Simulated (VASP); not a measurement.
```
CELL_PARAMETERS angstrom
      0.00000     2.23665     2.23665
      2.23665     0.00000     2.23665
      2.23665     2.23665     0.00000
ATOMIC_POSITIONS crystal
  Si 0.00000 0.00000 0.00000
  C  0.25000 0.25000 0.25000
```

The numbers are results of PBE GGA, VASP's PBE PAW potentials (set 64) (plane waves; VASP 6.6.1), not measurements. Run with PREC = Normal, 500 eV cut-off, 4×4×4 Γ-centred mesh, Gaussian smearing of 0.010 eV, potentials Si_GW C_GW_new.

**Question.** What does the run give for the energy per atom (σ→0), pressure, band gap (on the k-mesh) with the smallest direct gap where there is one?

**Answer.** 
```yaml
band gap (on the k-mesh): 1.38 eV
smallest direct gap (on the k-mesh): 4.43 eV
energy per atom (σ→0): -7.437 eV/atom
pressure: -114.5 kbar
```

The absolute energy has meaning only against runs of the same code, potentials and settings.

The compound is SiC in the zinc blende structure. This cell is one point of a volume scan, at 1.08 of the reference volume. The k-mesh is coarse (spacing up to 0.61 per Å, 2π included), so the numbers may not be converged in it.
